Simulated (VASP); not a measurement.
Here is the system:

```
CsPbBr3
1.0
    5.91989     0.00000     0.00000
    0.00000     5.91989     0.00000
    0.00000     0.00000     5.91989
Cs Pb Br
1 1 3
Direct
  0.00000   0.00000   0.00000
  0.50000   0.50000   0.50000
  0.50000   0.00000   0.50000
  0.00000   0.50000   0.50000
  0.50000   0.50000   0.00000
```

All values below come from rev-vdW-DF2, VASP's PBE PAW potentials (set 64) (plane waves; VASP). Numerical set-up: 520 eV cut-off, 4×4×4 Γ-centred mesh, tetrahedra with Blöchl corrections, potentials Cs_sv Pb_d Br.

The cores are frozen, which limits the accuracy of field gradients.

Task: Give the principal components of the electric field gradient (V/Å²) and the asymmetry η at each nucleus.

Result: 
```json
[
 {"atom": "Cs1", "Vxx": "0.0", "Vyy": "0.0", "Vzz": "0.0", "η": "-"},
 {"atom": "Pb2", "Vxx": "0.0", "Vyy": "0.0", "Vzz": "0.0", "η": "-"},
 {"atom": "Br3", "Vxx": "-89.1", "Vyy": "-89.1", "Vzz": "178.3", "η": "0.00"},
 {"atom": "Br4", "Vxx": "-89.1", "Vyy": "-89.1", "Vzz": "178.3", "η": "0.00"},
 {"atom": "Br5", "Vxx": "-89.1", "Vyy": "-89.1", "Vzz": "178.3", "η": "0.00"}
]
```

The compound is CsPbBr3 in the cubic perovskite structure, the ideal cubic form; the compound distorts at low or room temperature. It was relaxed first.
